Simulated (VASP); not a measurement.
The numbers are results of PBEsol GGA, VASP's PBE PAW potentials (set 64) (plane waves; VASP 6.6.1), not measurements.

VASP ran on this input.

**KPOINTS**
```
Automatic
0
gamma
 8 8 8
0 0 0
```

**POSCAR**
```
TePb
1
    0.0000000000     3.2205977311     3.2205977311
    3.2205977311     0.0000000000     3.2205977311
    3.2205977311     3.2205977311    -0.0000000000
Pb Te
1 1
Direct
  0.0000000000   0.0000000000   0.0000000000
  0.5000000000   0.5000000000   0.5000000000
```

INCAR:
```
ISMEAR  =  -5
ISIF  =  2   ! forces and stress, cell fixed
LWAVE  =  F
LCHARG  =  T
LREAL  =  F   ! projection in real space or not
LORBIT  =  11
EDIFF  =  1E-7
LASPH  =  T
SYSTEM  =  TePb
GGA  =  PS
ENCUT  =  400   ! plane-wave cut-off (eV)
LMAXMIX  =  4   ! l cut-off of mixed one-centre charges
ALGO  =  Normal   ! blocked Davidson
NELM  =  100
PREC  =  Accurate
NEDOS  =  601   ! DOS grid
```

POTCAR, in this order: Pb_d Te (PBE.64 set). Program: vasp_std.

The run wrote:

OUTCAR:
```
 ion  position               nearest neighbor table
   1  0.000  0.000  0.000-   2 3.22   2 3.22   2 3.22   2 3.22   2 3.22   2 3.22
   2  0.500  0.500  0.500-   1 3.22   1 3.22   1 3.22   1 3.22   1 3.22   1 3.22
  LATTYP: Found a face centered cubic cell.
 ALAT       =     6.4411954622
 Subroutine PRICEL returns:
 Original cell was already a primitive cell.
 Subroutine GETGRP returns: Found 48 space group operations
The static configuration has the point symmetry O_h .
The dynamic configuration has the point symmetry O_h .
 Subroutine INISYM returns: Found 48 space group operations
 Subroutine IBZKPT returns following result:
 Found     29 irreducible k-points:

 Following reciprocal coordinates:
            Coordinates               Weight
  0.000000  0.000000  0.000000      1.000000
  0.125000  0.000000  0.000000      8.000000
  0.250000  0.000000  0.000000      8.000000
  0.375000  0.000000  0.000000      8.000000
  0.500000  0.000000  0.000000      4.000000
  0.125000  0.125000  0.000000      6.000000
  0.250000  0.125000  0.000000     24.000000
  0.375000  0.125000  0.000000     24.000000
  0.500000  0.125000  0.000000     24.000000
 -0.375000  0.125000  0.000000     24.000000
 -0.250000  0.125000  0.000000     24.000000
 -0.125000  0.125000  0.000000     12.000000
  0.250000  0.250000  0.000000      6.000000
  0.375000  0.250000  0.000000     24.000000
  0.500000  0.250000  0.000000     24.000000
 -0.375000  0.250000  0.000000     24.000000
 -0.250000  0.250000  0.000000     12.000000
  0.375000  0.375000  0.000000      6.000000
  0.500000  0.375000  0.000000     24.000000
 -0.375000  0.375000  0.000000     12.000000
  0.500000  0.500000  0.000000      3.000000
  0.375000  0.250000  0.125000     24.000000
  0.500000  0.250000  0.125000     48.000000
 -0.375000  0.250000  0.125000     24.000000
...
```

File OSZICAR:
```
       N       E                     dE             d eps       ncg     rms          rms(c)
DAV:   1     0.136849670982E+03    0.13685E+03   -0.79840E+03   820   0.112E+03
DAV:   2     0.134152556528E+01   -0.13551E+03   -0.13324E+03   854   0.313E+02
DAV:   3    -0.813795324076E+01   -0.94795E+01   -0.94480E+01  1058   0.902E+01
DAV:   4    -0.836922494668E+01   -0.23127E+00   -0.23118E+00  1022   0.170E+01
DAV:   5    -0.837603397888E+01   -0.68090E-02   -0.68090E-02  1084   0.239E+00    0.343E+00
DAV:   6    -0.826452199595E+01    0.11151E+00   -0.25834E-01  1152   0.449E+00    0.213E+00
DAV:   7    -0.825874860386E+01    0.57734E-02   -0.75798E-02  1010   0.171E+00    0.882E-01
DAV:   8    -0.825900622059E+01   -0.25762E-03   -0.84144E-03   986   0.109E+00    0.127E-01
DAV:   9    -0.825896092634E+01    0.45294E-04   -0.93823E-04  1174   0.350E-01    0.385E-02
DAV:  10    -0.825896628715E+01   -0.53608E-05   -0.79463E-05   936   0.845E-02    0.231E-02
DAV:  11    -0.825896880627E+01   -0.25191E-05   -0.19032E-05  1004   0.347E-02    0.108E-02
DAV:  12    -0.825896879216E+01    0.14116E-07   -0.13465E-06   992   0.103E-02    0.650E-03
DAV:  13    -0.825896861421E+01    0.17795E-06   -0.87268E-08   648   0.233E-03    0.287E-03
DAV:  14    -0.825896866221E+01   -0.47997E-07   -0.17340E-07   522   0.453E-03
   1 F= -.82589687E+01 E0= -.82589687E+01  d E =0.000000E+00
```

**OUTCAR**
```
------------------------ aborting loop because EDIFF is reached ----------------------------------------
  FORCE on cell =-STRESS in cart. coord.  units (eV):
  Direction    XX          YY          ZZ          XY          YZ          ZX
  --------------------------------------------------------------------------------------
  Total        0.0092995      0.0092995      0.0092995      0.0000000      0.0000000      0.0000000
  in kB        0.2230142      0.2230142      0.2230142      0.0000000      0.0000000      0.0000000
  external PRESSURE =       0.2230142 kB  Pullay stress =       0.0000000 kB
  volume of cell :       66.81
      direct lattice vectors                 reciprocal lattice vectors
     0.000000000  3.220597731  3.220597731    -0.155250684  0.155250684  0.155250684
     3.220597731  0.000000000  3.220597731     0.155250684 -0.155250684  0.155250684
     3.220597731  3.220597731  0.000000000     0.155250684  0.155250684 -0.155250684
  FREE ENERGIE OF THE ION-ELECTRON SYSTEM (eV)
  ---------------------------------------------------
  free  energy   TOTEN  =        -8.2589686622 eV

  energy  without entropy=       -8.2589686622  energy(sigma->0) =       -8.25896866

 total charge

# of ion       s       p       d       tot
------------------------------------------
    1        1.448   0.588   9.831  11.868
    2        1.376   1.989   0.019   3.385
--------------------------------------------------
tot          2.825   2.578   9.850  15.252
```
(Selected blocks of OUTCAR.)

The structure comes from a measured TePb entry (Fm-3m) of the Crystallography Open Database, whose conditions weren't checked. It was relaxed first.
